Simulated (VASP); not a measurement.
A run of VASP 6.6.1:

INCAR

```
PREC = Accurate
ENCUT = 520
EDIFF = 1E-7
ISMEAR = 0
SIGMA = 0.05
LREAL = False
LASPH = True
NELM = 80
ALGO = Fast
ISIF = 2
LWAVE = False
LCHARG = False
NBANDS = 19
```

The input KPOINTS:

```
regular mesh
0
Gamma
  6 6 6
```

The input POSCAR:

```
HfPb
1.0
    0.0000000000      2.8891565933      2.8891565933
    2.8891565933      0.0000000000      2.8891565933
    2.8891565933      2.8891565933      0.0000000000
Hf Pb
1 1
Direct
    0.0000000000      0.0000000000      0.0000000000
    0.5000000000      0.5000000000      0.5000000000
```

Potentials or basis: VASP PAW LDA potentials, release 64 (Hf_pv, Pb_d).

Command:

```console
$ cat potpaw_LDA.64/Hf_pv/POTCAR potpaw_LDA.64/Pb_d/POTCAR > POTCAR
$ mpirun -np 1 vasp_std > vasp.out
```

Hardware: 1 thread of Intel(R) Xeon(R) Platinum 8375C CPU @ 2.90GHz (Ice Lake) (shared host).

Question: Estimate the wall time of this run.

Answer: Run time: 20 s on 1 thread of Intel(R) Xeon(R) Platinum 8375C CPU @ 2.90GHz (Ice Lake), on a shared host, peak memory 0.15 GiB. Counts: scf iterations 16, k points 16.
